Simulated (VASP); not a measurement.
Computed with LDA (Ceperley-Alder, Perdew-Zunger), VASP's LDA PAW potentials (set 64) (plane waves; VASP).

The input files of a VASP run:

POSCAR:
```
SrPd
1
    2.0832160000    -5.5551570000     0.0000000000
    2.0832160000     5.5551570000     0.0000000000
    0.0000000000     0.0000000000     4.4304990000
Sr Pd
2 2
Direct
  0.8606900000   0.1393100000   0.7500000000
  0.1393100000   0.8606900000   0.2500000000
  0.5705900000   0.4294100000   0.7500000000
  0.4294100000   0.5705900000   0.2500000000
```

### KPOINTS
```
kpoints
0
gamma
6 6 5
0 0 0
```

INCAR:
```
SYSTEM  =  SrPd
PREC  =  Accurate; ENCUT  =  300; LREAL  =  F
LASPH  =  T
EDIFF  =  1E-6; NELM  =  100; ALGO  =  Normal
LMAXMIX  =  4
ISMEAR  =  -1; SIGMA  =  0.136
ISIF  =  2
LWAVE  =  F; LCHARG  =  F
```

POTCAR, in this order: Sr_sv Pd (LDA.64 set). Program: vasp_std.

At this cut-off the stress carries a Pulay error, which pulls relaxed volumes low.

Question: Estimate the energy per atom (σ→0), pressure.

Answer: 
The energy per atom (σ→0) is -4.774 eV/atom and the pressure is -1.19 GPa.

**OSZICAR**
```
...
DAV:   7    -0.191574126064E+02    0.76188E-01   -0.51073E-01  2840   0.296E+00    0.374E+00
DAV:   8    -0.191359006204E+02    0.21512E-01   -0.28463E-01  2408   0.282E+00    0.606E-01
DAV:   9    -0.191342994285E+02    0.16012E-02   -0.15015E-02  2264   0.749E-01    0.203E-01
DAV:  10    -0.191344124005E+02   -0.11297E-03   -0.10610E-03  2592   0.170E-01    0.100E-01
DAV:  11    -0.191344136360E+02   -0.12355E-05   -0.14194E-04  2248   0.690E-02    0.215E-02
DAV:  12    -0.191344132468E+02    0.38927E-06   -0.12712E-05  2840   0.191E-02    0.728E-03
DAV:  13    -0.191344132125E+02    0.34231E-07   -0.62870E-07  1304   0.548E-03
   1 F= -.19134413E+02 E0= -.19096604E+02  d E =-.756188E-01
```

The structure comes from a computed database's SrPd entry (Cmcm); how it stands against other phases isn't given here. The cell was not relaxed at this level. The run is one of a series of settings (GGA removed, POTCAR Sr_sv Pd (LDA.64 set) against the base run), some of them coarse on purpose.
